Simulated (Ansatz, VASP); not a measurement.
One calculation of MgTi3N, two programs

```
Mg Ti N
1.0
     4.17600    0.00000    0.00000
     0.00000    4.17600    0.00000
     0.00000    0.00000    4.17600
Mg Ti N
1 3 1
Direct
  0.50000 0.50000 0.50000
  0.50000 0.00000 0.00000
  0.00000 0.50000 0.00000
  0.00000 0.00000 0.50000
  0.00000 0.00000 0.00000
```

Alike in both runs: task single point; functional PBE; k mesh 4 × 4 × 4; occupations gaussian, width 0.1 eV; collinear spin.

|  | VASP | Ansatz |
| --- | --- | --- |
| version | VASP 6.6.1 | Ansatz 0.2.0 |
| potentials or method | VASP PAW PBE potentials, release 64 (Mg, Ti_sv, N) | scalar-relativistic, plane waves, PAW |
| plane-wave cutoff (eV) | 520 | 420 |
| valence electrons in the cell | 43 | 51 |

```csv
,VASP,Ansatz,Ansatz less VASP
gap on the k mesh at the Fermi level (eV),none,none,-
pressure (GPa),1.9,1.8,-0.08
net moment per atom (μB),0.00,0.00,0.000
```

A gap of «none» marks a metal or a gap that the smearing closes. With one functional, cell and mesh, what is left measures potentials, basis and numerics. The two sets of potentials don't hold the same shells in valence. Ansatz warned: «seeded_moment_not_kept».

Caveats: the k mesh is coarse (spacing up to 0.38 Å⁻¹), so the values aren't converged.
